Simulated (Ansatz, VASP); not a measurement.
# SnSe2 in two plane-wave programs

One calculation is typed for both programs; each brings its own data sets. How far apart do they land? The cell is taken from a series of runs on this material, whose earlier steps may have relaxed, scaled, displaced or heated it; both programs get it as it stands.

Method: plane waves, with VASP 6.6.1 beside it; single point at PBE, spin-orbit coupling, in Ansatz 0.2.0.

**1. Set-up**

The cell holds 9 atoms: 3 Sn and 6 Se. Its edges and angles: a = 3.839 Å, b = 3.839 Å, c = 53.500 Å, α = 90.0°, β = 90.0°, γ = 120.0°. It derives from Se2Sn1. Vacuum lies along c.

**2. VASP: single point, PBE, spin-orbit coupling**

A single point gives forces, pressure and levels at one fixed geometry, so differences don't come from the geometry; what else differs is listed under the comparison.

Lines of VASP's logs that name or quote its potential files are left out, and so is its time.

INCAR

```
SYSTEM = SnSe2
PREC = Accurate
ENCUT = 400
EDIFF = 1E-06
NELM = 200
ISMEAR = -1
SIGMA = 0.02
LREAL = .FALSE.
ALGO = Normal
GGA = PE
LNONCOLLINEAR = .TRUE.
MAGMOM = 0 0 0 0 0 0 0 0 0 0 0 0 0 0 0 0 0 0 0 0 0 0 0 0 0 0 0
NBANDS = 96
GGA_COMPAT = .FALSE.
LASPH = .TRUE.
LSORBIT = .TRUE.
LORBIT = 11
LWAVE = .FALSE.
LCHARG = .FALSE.
ISIF = 2
LDIPOL = .TRUE.
IDIPOL = 3
DIPOL = 0.5 0.5 0.5
LVHAR = .TRUE.
EFERMI = MIDGAP
NELMDL = -8
KPAR = 2
```

POSCAR

```
SnSe2
1.0
    3.8392428570      0.0000000000      0.0000000000
   -1.9196214285      3.3248818455      0.0000000000
    0.0000000000      0.0000000000     53.5000000000
Sn Se
3 6
Direct
    0.0000000000      0.0000000000      0.3879636365
    0.0000000000      0.0000000000      0.5000000000
    0.0000000000      0.0000000000      0.6120363635
    0.3333333333      0.6666666667      0.4177533485
    0.6666666667      0.3333333333      0.3581780851
    0.3333333333      0.6666666667      0.5297559054
    0.6666666667      0.3333333333      0.4702440946
    0.3333333333      0.6666666667      0.6418219149
    0.6666666667      0.3333333333      0.5822466515
```

KPOINTS

```
Automatic mesh
0
Gamma
6 6 1
0 0 0
```

Potentials, in the order of the species: Sn_d and Se (PBE family, release 64).

On the command line:

```
> mpirun -np 2 vasp_ncl
```

Numbers of over 12 decimals in the logs are rounded to 6 here.

Log:

```text
[banner, memory and clock lines left out]
running    2 mpi-ranks, on    1 nodes
 distrk:  each k-point on    1 cores,    2 groups
 distr:  one band on    1 cores,    1 groups

 POSCAR found type information on POSCAR SnSe
 POSCAR found :  2 types and       9 ions
 LDA part: xc-table for (Slater+PW92), standard interpolation
|                                                                             |
|           W    W    AA    RRRRR   N    N  II  N    N   GGGG   !!!           |
|           W    W   A  A   R    R  NN   N  II  NN   N  G    G  !!!           |
|           W    W  A    A  R    R  N N  N  II  N N  N  G       !!!           |
|           W WW W  AAAAAA  RRRRR   N  N N  II  N  N N  G  GGG   !            |
|           WW  WW  A    A  R   R   N   NN  II  N   NN  G    G                |
|           W    W  A    A  R    R  N    N  II  N    N   GGGG   !!!           |
|                                                                             |
|     One of the lattice vectors is very long (>50 A), but AMIN is rather     |
|     large. This can spoil convergence since charge sloshing might occur     |
|     along the long lattice vector. If problems with convergence are         |
|     observed, try to decrease AMIN to a smaller value (e.g. 0.01).          |
|     Note: This warning only applies if the self-consistency cycle is        |
|     used.                                                                   |
|                                                                             |

 POSCAR, INCAR and KPOINTS ok, starting setup
 FFT: planning ... GRIDC
 FFT: planning ... GRID_SOFT
 FFT: planning ... GRID
 WAVECAR not read
 entering main loop
       N       E                     dE             d eps       ncg     rms          rms(c)
DAV:   1     0.642753438137E+03    0.64275E+03   -0.28976E+04  1584   0.114E+03
DAV:   2     0.529675740462E+02   -0.58979E+03   -0.57539E+03  1656   0.287E+02
DAV:   3    -0.321375680451E+02   -0.85105E+02   -0.83903E+02  1640   0.134E+02
DAV:   4    -0.363121637811E+02   -0.41746E+01   -0.41419E+01  1568   0.339E+01
DAV:   5    -0.364812191680E+02   -0.16906E+00   -0.16884E+00  1872   0.612E+00
DAV:   6    -0.364853636031E+02   -0.41444E-02   -0.41429E-02  1848   0.969E-01
DAV:   7    -0.364855704075E+02   -0.20680E-03   -0.20676E-03  2048   0.203E-01
DAV:   8    -0.364855782536E+02   -0.78460E-05   -0.78440E-05  1928   0.343E-02    0.854E+00
DAV:   9    -0.357546461184E+02    0.73093E+00   -0.14395E+00  1816   0.909E+00    0.549E+00
DAV:  10    -0.357153481214E+02    0.39298E-01   -0.63334E-01  1680   0.338E+00    0.179E+00
DAV:  11    -0.357141368859E+02    0.12112E-02   -0.34432E-02  1704   0.119E+00    0.648E-01
DAV:  12    -0.357112509310E+02    0.28860E-02   -0.17660E-02  1736   0.819E-01    0.236E-01
DAV:  13    -0.357117059077E+02   -0.45498E-03   -0.21934E-03  1600   0.282E-01    0.748E-02
DAV:  14    -0.357117735696E+02   -0.67662E-04   -0.26168E-04  1616   0.842E-02    0.334E-02
[...]
DAV:  20    -0.357120044546E+02   -0.15706E-04   -0.49444E-07  1048   0.270E-03    0.169E-03
DAV:  21    -0.357120391135E+02   -0.34659E-04   -0.17362E-06  1096   0.289E-03    0.672E-04
DAV:  22    -0.357120528379E+02   -0.13724E-04   -0.70438E-07  1080   0.164E-03    0.454E-04
DAV:  23    -0.357120578274E+02   -0.49895E-05   -0.47440E-08   976   0.728E-04    0.387E-04
DAV:  24    -0.357120638849E+02   -0.60575E-05   -0.80219E-08   968   0.775E-04    0.281E-04
DAV:  25    -0.357120661270E+02   -0.22421E-05   -0.24419E-08   936   0.500E-04    0.210E-04
DAV:  26    -0.357120678180E+02   -0.16909E-05   -0.21301E-08   920   0.442E-04    0.938E-05
DAV:  27    -0.357120684473E+02   -0.62930E-06   -0.12753E-08   912   0.319E-04
   1 F= -.35712068E+02 E0= -.35712068E+02  d E =-.279945E-07  mag=     0.0000    -0.0000    -0.0000
```

From OUTCAR (step 2):

```text
ion  position               nearest neighbor table
   1  0.000  0.000  0.388-   5 2.73   5 2.73   5 2.73   4 2.73   4 2.73   4 2.73
   2  0.000  0.000  0.500-   6 2.73   7 2.73   7 2.73   6 2.73   7 2.73   6 2.73
   3  0.000  0.000  0.612-   8 2.73   8 2.73   8 2.73   9 2.73   9 2.73   9 2.73
   4  0.333  0.667  0.418-   1 2.73   1 2.73   1 2.73
   5  0.667  0.333  0.358-   1 2.73   1 2.73   1 2.73
   6  0.333  0.667  0.530-   2 2.73   2 2.73   2 2.73
   7  0.667  0.333  0.470-   2 2.73   2 2.73   2 2.73
   8  0.333  0.667  0.642-   3 2.73   3 2.73   3 2.73
   9  0.667  0.333  0.582-   3 2.73   3 2.73   3 2.73

  LATTYP: Found a hexagonal cell.
 ALAT       =     3.8392428570
 C/A-ratio  =    13.9350392754

 Subroutine GETGRP returns: Found 12 space group operations
 (whereof 12 operations were pure point group operations)

The static configuration has the point symmetry D_3d.

 Found      7 irreducible k-points:

   k-points           NKPTS =      7   k-points in BZ     NKDIM =      7   number of bands    NBANDS=     96

   dimension x,y,z NGX =    28 NGY =   28 NGZ =  350
   dimension x,y,z NGXF=    56 NGYF=   56 NGZF=  700

   ENCUT  =  400.0 eV  29.40 Ry    5.42 a.u.   6.26  6.26 87.24*2*pi/ulx,y,z

   NELECT =      78.0000    total number of electrons

 k-points in reciprocal lattice and weights: Automatic mesh
   0.00000000  0.00000000  0.00000000       0.028
   0.16666667  0.00000000  0.00000000       0.167
   0.33333333  0.00000000  0.00000000       0.167
   0.50000000  0.00000000  0.00000000       0.083
   0.16666667  0.16666667  0.00000000       0.167
   0.33333333  0.16666667  0.00000000       0.333
   0.33333333  0.33333333  0.00000000       0.056

 dipolmoment           0.000000      0.000000     -0.000000 electrons x Angstroem

 average (electrostatic) potential at core
       1-109.3041       2-109.3074       3-109.3041       4 -60.0162       5 -59.9672
       6 -60.0331       7 -60.0331       8 -59.9672       9 -60.0162

 E-fermi :  -2.1139

 k-point     1 :       0.0000    0.0000    0.0000
  band No.  band energies     occupation
    ...
     74      -2.6613      1.00000
     75      -2.5466      1.00000
     76      -2.5466      1.00000
     77      -2.4863      1.00000
     78      -2.4863      1.00000
     79      -1.3680      0.00000
     80      -1.3680      0.00000
     81      -0.7377      0.00000
     82      -0.7377      0.00000
     83      -0.1683      0.00000
    ...

 k-point     2 :       0.1667    0.0000    0.0000
  band No.  band energies     occupation
    ...
     74      -2.6575      1.00000
     75      -2.5896      1.00000
     76      -2.5896      1.00000
     77      -2.4319      1.00000
     78      -2.4319      1.00000
     79      -0.5942      0.00000
     80      -0.5942      0.00000
     81      -0.3732      0.00000
     82      -0.3732      0.00000
     83      -0.1662      0.00000
    ...

 k-point     3 :       0.3333    0.0000    0.0000
  band No.  band energies     occupation
    ...
     74      -2.9657      1.00000
     75      -2.7818      1.00000
     76      -2.7818      1.00000
     77      -2.6206      1.00000
     78      -2.6206      1.00000
     79      -1.5381      0.00000
     80      -1.5381      0.00000
     81      -1.1994      0.00000
     82      -1.1994      0.00000
     83      -0.9762      0.00000
    ...

  Total        3.1969057      3.1969057      2.6147085      0.0000000      0.0000000     -0.0000000
  in kB        7.5000615      7.5000615      6.1342049      0.0000000      0.0000000     -0.0000000
  external PRESSURE =       7.0447759 kB  Pullay stress =       0.0000000 kB

  energy-cutoff  :      400.00
  volume of cell :      682.93
      direct lattice vectors                 reciprocal lattice vectors
     3.839242857  0.000000000  0.000000000     0.260468024  0.150381284  0.000000000
    -1.919621428  3.324881846  0.000000000     0.000000000  0.300762567  0.000000000
     0.000000000  0.000000000 53.500000000     0.000000000  0.000000000  0.018691589

 POSITION                                       TOTAL-FORCE (eV/Angst)
 -----------------------------------------------------------------------------------
      0.00000      0.00000     20.75605        -0.000000     -0.000000     -0.066396
      0.00000      0.00000     26.75000        -0.000000      0.000000      0.000000
      0.00000      0.00000     32.74395        -0.000000      0.000000      0.066396
     -0.00000      2.21659     22.34980        -0.000000      0.000000     -0.003984
      1.91962      1.10829     19.16253         0.000000      0.000000     -0.119675
     -0.00000      2.21659     28.34194         0.000000      0.000000      0.013912
      1.91962      1.10829     25.15806        -0.000000      0.000000     -0.013912
     -0.00000      2.21659     34.33747         0.000000      0.000000      0.119675
      1.91962      1.10829     31.15020         0.000000      0.000000      0.003984
 -----------------------------------------------------------------------------------
    total drift:                               -0.000000     -0.000000     -0.000000

  FREE ENERGIE OF THE ION-ELECTRON SYSTEM (eV)
  ---------------------------------------------------
  free  energy   TOTEN  =       -35.7120684473 eV

  energy  without entropy=      -35.7120684193  energy(sigma->0) =      -35.71206843

 vacuum level on the upper side and lower side of the slab         3.421         3.421

 Spin-Orbit-Coupling matrix elements
 Ion:    1  E_soc:     -0.0898639
 Ion:    2  E_soc:     -0.0901037
 Ion:    3  E_soc:     -0.0898639
 Ion:    4  E_soc:     -0.0465121
 Ion:    5  E_soc:     -0.0465001
 Ion:    6  E_soc:     -0.0464111
 Ion:    7  E_soc:     -0.0464111
 Ion:    8  E_soc:     -0.0465001
 Ion:    9  E_soc:     -0.0465121

 total charge
# of ion       s       p       d       tot
------------------------------------------
    1        1.063   1.004  10.091  12.158
    2        1.067   1.006  10.091  12.164
    3        1.063   1.004  10.091  12.158
    4        1.487   2.301   0.028   3.815
    5        1.483   2.306   0.025   3.813
    6        1.487   2.300   0.028   3.815
    7        1.487   2.300   0.028   3.815
    8        1.483   2.306   0.025   3.813
    9        1.487   2.301   0.028   3.815
--------------------------------------------------
tot         12.107  16.827  30.433  59.367

 magnetization (x)
# of ion       s       p       d       tot
------------------------------------------
    1        0.000  -0.000   0.000  -0.000
    2        0.000  -0.000   0.000  -0.000
    3        0.000  -0.000   0.000  -0.000
    4        0.000   0.000   0.000   0.000
    5        0.000  -0.000   0.000  -0.000
    6       -0.000   0.000   0.000  -0.000
    7       -0.000   0.000   0.000   0.000
    8       -0.000  -0.000   0.000  -0.000
    9        0.000   0.000   0.000   0.000
--------------------------------------------------
tot          0.000  -0.000   0.000  -0.000

 magnetization (y)
# of ion       s       p       d       tot
------------------------------------------
    1        0.000   0.000   0.000   0.000
    2        0.000   0.000   0.000   0.000
    3        0.000   0.000   0.000   0.000
    4       -0.000  -0.000  -0.000  -0.000
    5        0.000  -0.000   0.000  -0.000
    6        0.000  -0.000   0.000  -0.000
    7        0.000  -0.000   0.000  -0.000
    8        0.000  -0.000   0.000  -0.000
    9        0.000   0.000  -0.000   0.000
--------------------------------------------------
tot          0.000  -0.000   0.000  -0.000

 magnetization (z)
# of ion       s       p       d       tot
------------------------------------------
    1        0.000   0.000   0.000   0.000
    2       -0.000   0.000   0.000  -0.000
    3        0.000   0.000   0.000   0.000
    4        0.000   0.000   0.000   0.000
    5        0.000   0.000   0.000   0.000
    6        0.000   0.000   0.000   0.000
    7        0.000   0.000   0.000   0.000
    8        0.000   0.000   0.000   0.000
    9        0.000   0.000   0.000   0.000
--------------------------------------------------
tot         -0.000   0.000   0.000  -0.000

[... 3 further parts left out ...]
```

[end of part 1 of 2]

[Lines on the potential files, build, host, timing and source positions are cut from VASP's logs without a mark.]

[Logs are printed without paths, hosts, clocks, repeated set-up lines and the standing remarks that a program may print on its own settings, such as how far it seeks lower states.]

[Hosts, paths, dates, database ids (printed as entryN), source tags and the programs' standing remarks are cut or masked in the printed files.]
